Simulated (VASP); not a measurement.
All values below come from PBEsol GGA, VASP's PBE PAW potentials (set 64) (plane waves; VASP).

VASP input:

### INCAR
```
ALGO  =  Normal
EDIFF  =  1E-6
EDIFFG  =  -0.02
ENCUT  =  400
GGA  =  PS
IBRION  =  2
ISIF  =  3
ISMEAR  =  1
LASPH  =  T
LCHARG  =  F
LMAXMIX  =  6
LREAL  =  F
LWAVE  =  F
NELM  =  100
NSW  =  60
PREC  =  Accurate
SIGMA  =  0.1
SYSTEM  =  VW3
```

POSCAR:
```
VW3
1
   -3.1071966860     3.1040247928     3.1071966860
    3.1040247928    -3.1071966860     3.1071966860
    1.5551842896     1.5551842896    -1.5551842896
W V
3 1
Direct
  0.0000000000   0.0000000000   0.0000000000
  0.0000000000   0.5000000000   0.0000000000
  0.5000000000   0.0000000000   0.0000000000
  0.5000000000   0.5000000000   0.0000000000
```

**KPOINTS**
```
kpoints
0
G
  6 6 12
0 0 0
```

POTCAR, in this order: W_sv V_sv (PBE.64 set). Program: vasp_std.

**Question.** What will the output report for the number of irreducible k-points (NKPTS), number of bands (NBANDS), largest plane-wave count, number of space-group operations, FFT grid (NGX, NGY, NGZ)?

**Answer.** 
* **number of irreducible k-points (NKPTS)**: 60
* **number of bands (NBANDS)**: 33
* **largest plane-wave count**: 1107
* **number of space-group operations**: 12
* **FFT grid (NGX, NGY, NGZ)**: 36 × 36 × 18

The structure was generated: VW3 was put into an ordered model structure (R-3m), which need not be its known phase. This run relaxes it. Symmetry was kept, so distortions that lower it aren't found. The start is the result of an earlier pass. The run is not spin-polarised, so no magnetic state was tried. The electron count is odd and the run is not spin-polarised, which forces a metal.
